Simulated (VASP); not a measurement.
Input:

```xyz
2
Lattice="0.0000 2.7300 2.7300 2.7300 0.0000 2.7300 2.7300 2.7300 0.0000" Properties=species:S:1:pos:R:3 pbc="T T T"
Mg     0.0000     0.0000     0.0000
Se     2.7300     2.7300     2.7300
```

Level of theory: PBE GGA, VASP's PBE PAW potentials (set 64) (plane waves; VASP 6.6.1). Settings: 400 eV cut-off, KSPACING 0.8 per Å, Gaussian smearing of 0.050 eV, potentials Mg Se.

Gaps are read on the run's mesh, which can miss a band edge.

Task: Estimate the energy per atom (σ→0), pressure, band gap (on the k-mesh) with the smallest direct gap where there is one.

Result: 
- band gap (on the k-mesh) = 2.52 eV
- smallest direct gap (on the k-mesh) = 2.52 eV
- energy per atom (σ→0) = -3.592 eV/atom
- pressure = 3.18 GPa

The compound is MgSe in the rock salt structure. The cell was not relaxed at this level. The run is one of a series of settings (KGAMMA = .FALSE., KSPACING = 0.8, KPOINTS file removed against the base run), some of them coarse on purpose.
